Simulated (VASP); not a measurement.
The system is CsLiCr2Te2S3.

```
Cs Li Cr Te S
1.0
     4.25733    0.00000    0.00000
     0.00000    5.34517    0.00000
     0.00000    0.00000   10.32006
Cs Li Cr Te S
1 1 2 2 3
Direct
  0.00000 0.00000 0.00000
  0.00000 0.00000 0.50000
  0.50000 0.50000 0.78205
  0.50000 0.50000 0.21795
  0.50000 0.00000 0.69340
  0.50000 0.00000 0.30660
  0.50000 0.50000 0.00000
  0.00000 0.50000 0.70926
  0.00000 0.50000 0.29074
```

The cell was built by a generator and needn't be a form met in nature.

Base run:

| Property | Result |
| --- | --- |
| Program | VASP 6.6.1 |
| Functional | r2SCAN |
| Potentials or basis | VASP PAW PBE potentials, release 64 (Cs_sv, Li_sv, Cr_pv, Te, S) |
| Cutoff | 520 eV |
| k mesh | 8 × 6 × 4 |
| Occupations | gaussian, width 0.1 eV |
| Spin | collinear spin, ferromagnetic start |
| Starting moments | [0.0, 0.0, 3.0, 3.0, 0.0, 0.0, 0.0, 0.0, 0.0] μB |

Its results: net moment 4.16 μB per cell; site moments Cs -0.00; Li +0.00; Cr +3.06; Te -0.39; S -0.16, -0.34 μB.

Task: The run is repeated on the same cell with these changes: functional from r2SCAN to PBE. What comes out?

Result: Net moment 4.33 μB per cell; site moments Cs -0.00; Li -0.00; Cr +2.66; Te -0.25; S -0.11, -0.23 μB.

Caveats: only a ferromagnetic start was run, and an antiferromagnetic order may lie lower in energy.
